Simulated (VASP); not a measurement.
A VASP calculation is set up with these files.

### INCAR
```
SYSTEM = AgCl
PREC = Accurate; ENCUT = 520; LREAL = F
LASPH = T
EDIFF = 1E-6; NELM = 100; ALGO = Normal
LMAXMIX = 4
ISMEAR = 0; SIGMA = 0.05
GGA = PE; IVDW = 13
IBRION = 2; NSW = 60; ISIF = 3
EDIFFG = -0.01
LWAVE = F; LCHARG = F
```

**KPOINTS**
```
Automatic mesh
0
Gamma
8 8 8
0 0 0
```

**POSCAR**
```
AgCl
1
    0.0000000000     2.7750000000     2.7750000000
    2.7750000000     0.0000000000     2.7750000000
    2.7750000000     2.7750000000     0.0000000000
Ag Cl
1 1
Direct
  0.0000000000   0.0000000000   0.0000000000
  0.5000000000   0.5000000000   0.5000000000
```

POTCAR, in this order: Ag Cl (PBE.64 set). Program: vasp_std.

### Question
Translate this PBE-D4 calculation to Ansatz.

### Answer
One equivalent input (not run):
Ansatz 0.2 input:
```yaml
crystal:
  lattice:
    - [0.0000000, 2.7750000, 2.7750000]
    - [2.7750000, 0.0000000, 2.7750000]
    - [2.7750000, 2.7750000, 0.0000000]
  atoms:
    - { symbol: Ag, position: [0.0000000, 0.0000000, 0.0000000] }
    - { symbol: Cl, position: [0.5000000, 0.5000000, 0.5000000] }
kpoints:
  mp_grid: { grid: [8, 8, 8] }
hamiltonian:
  xc: pbe
  dispersion: d4
  pseudopotentials: { kind: paw }
scf:
  occupations: { method: gaussian, width: 0.05 }
  max_iter: 100
relax:
  max_steps: 60
  f_tol: 0.01
  cell: {}
output: { forces: true, stress: true, eigenvalues: true }
```
Limits of the translation: each code has its own PAW files, so the cut-off isn't converted (ENCUT is set for VASP's; basis.ecutwfc is left out, and Ansatz then takes the one that its files recommend); Ansatz stops its SCF on the density residual and VASP on the energy change (EDIFF).

The compound is AgCl in the rock salt structure. This run relaxes it. Symmetry was kept, so distortions that lower it aren't found.
